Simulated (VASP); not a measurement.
# Ti: relaxation of cell and atoms with PBE

Ti:

```
Ti
1.0
     2.95000    0.00000    0.00000
    -1.47500    2.55477    0.00000
     0.00000    0.00000    4.68000
Ti
2
Direct
  0.33333 0.66667 0.25000
  0.66667 0.33333 0.75000
```

```
Program                : VASP 6.6.1
Task                   : relaxation of cell and atoms
Functional             : PBE
Potentials or basis    : VASP PAW PBE potentials, release 64 (Ti_sv)
Cutoff                 : 520 eV
k mesh                 : 12 × 12 × 6
Occupations            : gaussian, width 0.1 eV
Spin                   : no spin polarisation
Further INCAR settings : ALGO = Fast; EDIFF = 1e-07; IBRION = 2; EDIFFG = -0.002; NSW = 80; ISIF = 3
```

* Relaxed volume: 17.34 Å³/atom
* Relaxed cell: a = 2.935 Å, b = 2.935 Å, c = 4.651 Å, α = 90.00°, β = 90.00°, γ = 120.00°
* Space group after relaxing (to 0.05 Å): P6_3/mmc (No. 194)
* Energy gained by relaxing: 1.6 meV/atom
* Ionic steps: 8
* Pressure after relaxing: 0.0 GPa
* Band gap on the k mesh: none (metal or under the smearing width)

Step by step:
| step | energy change (eV) | largest force (eV/Å) | pressure (GPa) | volume (Å³) |
| --- | --- | --- | --- | --- |
| 1 | 0.0000 | 0.0000 | -1.83 | 35.27 |
| 2 | -0.0012 | 0.0000 | 1.43 | 34.25 |
| 3 | -0.0032 | 0.0000 | 0.02 | 34.70 |
| 4 | -0.0032 | 0.0000 | -0.04 | 34.72 |
| 5 | -0.0032 | 0.0000 | -0.06 | 34.72 |
| 6 | -0.0032 | 0.0000 | -0.06 | 34.71 |
| 7 | -0.0032 | 0.0000 | -0.05 | 34.71 |
| 8 | -0.0032 | 0.0000 | 0.00 | 34.69 |

Final structure:
```cif
data_structure
_symmetry_space_group_name_H-M 'P 1'
_symmetry_Int_Tables_number 1
_cell_length_a 2.9346
_cell_length_b 2.9346
_cell_length_c 4.6510
_cell_angle_alpha 90.000
_cell_angle_beta 90.000
_cell_angle_gamma 120.000
_cell_volume 34.69
loop_
_atom_site_label
_atom_site_type_symbol
_atom_site_fract_x
_atom_site_fract_y
_atom_site_fract_z
_atom_site_occupancy
Ti1 Ti 0.33333 0.66667 0.25000 1
Ti2 Ti 0.66667 0.33333 0.75000 1
```

Levels at points of the mesh, in eV from the Fermi level:
| k point | band 8 | band 9 | band 10 | band 11 | band 12 | band 13 | band 14 | band 15 | band 16 |
| --- | --- | --- | --- | --- | --- | --- | --- | --- | --- |
| (0.00, 0.00, 0.00) | -32.72 | -6.24 | -2.72 | 0.74 | 0.75 | 0.75 | 0.86 | 1.25 | 1.25 |
| (0.50, 0.00, 0.00) | -32.80 | -2.37 | -2.18 | -1.87 | -0.65 | 0.46 | 0.60 | 1.15 | 3.32 |
| (0.00, 0.00, 0.50) | -32.77 | -4.38 | -4.38 | 0.06 | 0.06 | 0.66 | 0.66 | 0.66 | 0.66 |
| (0.50, 0.00, 0.50) | -32.88 | -2.57 | -2.57 | -0.84 | -0.84 | 1.31 | 1.31 | 1.71 | 1.71 |

It took 5.3 min on 1 thread of Intel(R) Xeon(R) Platinum 8488C (Sapphire Rapids), with other jobs on the host, peak memory 0.19 GiB.
